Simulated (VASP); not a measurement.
## PmSe under changes of volume

One of the cells (26.467 Å³/atom); the others are scaled copies at fixed shape and fractional positions:

```
CELL_PARAMETERS angstrom
0.00000 2.98015 2.98015
2.98015 0.00000 2.98015
2.98015 2.98015 0.00000
ATOMIC_POSITIONS crystal
Pm 0.00000 0.00000 0.00000
Se 0.50000 0.50000 0.50000
```

The cell comes from a database or a generator and needn't be the stable form of this composition.

| Quantity | Value |
| --- | --- |
| Program | VASP 6.6.1 |
| Functional | r2SCAN |
| Potentials or basis | VASP PAW PBE potentials, release 64 (Pm, Se) |
| Cutoff | 520 eV |
| k mesh | 8 × 8 × 8 |
| Occupations | fermi-dirac, width 0.05 eV |
| Spin | collinear spin, ferromagnetic start |
| Starting moments | [4.0, 0.0] μB |

| volume (Å³/atom) | energy over the lowest point (meV/atom) | pressure (GPa) | moment (μB per cell) |
| --- | --- | --- | --- |
| 24.392 | 79.16 | 8.9 | 4.71 |
| 24.911 | ? | ? | ? |
| 25.430 | 34.12 | 5.2 | 4.76 |
| 26.467 | 8.99 | 2.6 | 4.80 |
| 26.986 | 2.67 | 1.4 | 4.82 |
| 27.505 | 0.00 | 0.4 | 4.84 |

Question: What does the run at 24.911 Å³/atom give?

Answer: Energy over the lowest point 53.84 meV/atom; pressure 7.0 GPa; moment 4.73 μB per cell.

Worked out: A Birch-Murnaghan fit of order 3 (a polynomial in V^(-2/3)) to the other rows has its minimum at 27.66 Å³/atom, just outside them, with B0 = V·E''(V) = 52 GPa and B' = 4.4. It gives 53.89 meV/atom at 24.911 Å³/atom, against the run's 53.84, and -dE/dV = 6.9 GPa, against 7.0. A straight line through the other rows of the moment, of slope 0.0414 μB per Å³/atom, gives 4.73 μB, against the run's 4.73.

Energies are extrapolated to zero smearing.

Caveats: the magnetic or orbital state may not be the lowest; the PAW data sets were made with another functional, which shifts forces and pressure a little; without U or exact exchange the open f shell lies at the Fermi level, which spoils levels, moments and volumes.
